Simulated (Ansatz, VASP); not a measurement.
## Ta5Ru in VASP and in Ansatz

The input INCAR:

```
SYSTEM = Ta5Ru
  PREC = Accurate
  ENCUT = 520
  EDIFF = 1E-7
  ISMEAR = 0
  SIGMA = 0.1
  LREAL = .FALSE.
  LASPH = .TRUE.
  NELM = 80
  ALGO = Normal
  ISIF = 2
  LWAVE = .FALSE.
  LCHARG = .TRUE.
  GGA = PE
  LELF = .TRUE.
  LVHAR = .TRUE.
  NBANDS = 44
```

The input KPOINTS:

```
Automatic mesh
0
G
  6 6 2
  0 0 0
```

Contents of POSCAR:

```
Ta5Ru
1.0
    2.8636759600      0.0000000000      0.0000000000
   -1.4318379800      2.4800161300      0.0000000000
    0.0000000000      0.0000000000     13.6813175500
Ta Ru
5 1
Direct
    0.3333333300      0.6666666700      0.0000000000
    0.3333333300      0.6666666700      0.3333333300
    0.3333333300      0.6666666700      0.6666666700
    0.6666666700      0.3333333300      0.1666666700
    0.6666666700      0.3333333300      0.8333333300
    0.6666666700      0.3333333300      0.5000000000
```

Input for Ansatz:

```yaml
crystal:
  lattice:
    - [2.86367596, 0.0, 0.0]
    - [-1.43183798, 2.48001613, 0.0]
    - [0.0, 0.0, 13.68131755]
  atoms:
    - { symbol: Ta, position: [0.33333333, 0.66666667, 0.0] }
    - { symbol: Ta, position: [0.33333333, 0.66666667, 0.33333333] }
    - { symbol: Ta, position: [0.33333333, 0.66666667, 0.66666667] }
    - { symbol: Ta, position: [0.66666667, 0.33333333, 0.16666667] }
    - { symbol: Ta, position: [0.66666667, 0.33333333, 0.83333333] }
    - { symbol: Ru, position: [0.66666667, 0.33333333, 0.5] }
basis:
  ecutwfc: 420
kpoints:
  mp_grid: { grid: [6, 6, 2] }
hamiltonian:
  xc: pbe
scf:
  occupations: { method: gaussian, width: 0.1 }
  lower_state_search: "off"
output:
  forces: true
  stress: true
  eigenvalues: true
```

Alike in both runs: task single point; functional PBE; k mesh 6 × 6 × 2; occupations gaussian, width 0.1 eV; no spin polarisation.

|  | VASP | Ansatz |
| --- | --- | --- |
| version | VASP 6.6.1 | Ansatz 0.2.0 |
| potentials or method | VASP PAW PBE potentials, release 64 (Ta_pv, Ru_pv) | scalar-relativistic, plane waves, PAW |
| plane-wave cutoff (eV) | 520 | 420 |
| valence electrons in the cell | 69 | 81 |

```csv
,VASP,Ansatz,Ansatz less VASP
gap on the k mesh at the Fermi level (eV),none,none,-
pressure (GPa),23.6,23.4,-0.27
largest component of the traceless stress (GPa),4.92,4.88,-0.044
rms of the force components (eV/Å),0.842,0.841,-0.0010
```

Atom by atom the forces differ by 0.003 eV/Å (rms over components). A gap of «none» marks a metal or a gap that the smearing closes. The two sets of potentials don't hold the same shells in valence.

Caveats: the k mesh is coarse (spacing up to 0.42 Å⁻¹), so the values aren't converged; so large a pressure means that the cell lies far from this level's equilibrium, or that cutoff or potentials fall short (VASP); forces of over 1 eV/Å show positions far from the minimum, so gaps and moduli don't describe the material at rest. Spin-orbit coupling is left out, which matters for the levels of Ta.
